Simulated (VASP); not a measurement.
Input:

```xyz
4
Lattice="3.5186 0.0000 0.0000 0.0000 3.5186 0.0000 0.0000 0.0000 3.5186" Properties=species:S:1:pos:R:3 pbc="T T T"
Al     0.0000     0.0000     0.0000
Ni     0.0000     1.7593     1.7593
Ni     1.7593     0.0000     1.7593
Ni     1.7593     1.7593     0.0000
```
Starting moments (μB, in the order of the record's atoms Al Ni Ni Ni): 0.0 0.2 0.2 0.2.

The numbers are results of PBEsol GGA, VASP's PBE PAW potentials (set 64) (plane waves; VASP 6.6.1), not measurements. Numerical set-up: 480 eV cut-off, 8×8×8 Γ-centred mesh, first-order Methfessel-Paxton smearing of 0.10 eV, potentials Al Ni.

Energy and stress use the plane-wave basis of the starting cell.

Question: The ions, cell shape and volume at an external pressure of 10.0 GPa are relaxed. Which structure does the run end with?

Answer: 
```xyz
4
Lattice="3.4681 0.0000 0.0000 0.0000 3.4681 0.0000 0.0000 0.0000 3.4681" Properties=species:S:1:pos:R:3 pbc="T T T"
Al     0.0000     0.0000     0.0000
Ni     0.0000     1.7341     1.7341
Ni     1.7341     0.0000     1.7341
Ni     1.7341     1.7341     0.0000
```
Space group Pm-3m (221), at a tolerance of 0.03 Å. The cell ends with 0.65 μB, on the sites -0.01 0.23 0.23 0.23 μB.

Question: How do energy and volume change from the first to the last step?

Answer: The energy (σ→0) changes by +13.9 meV/atom and the volume by -4.2 %, in 3 ionic steps.

The compound is Ni3Al in the L1_2 structure. This run relaxes it under an external pressure of 10 GPa. Symmetry was kept, so distortions that lower it aren't found.
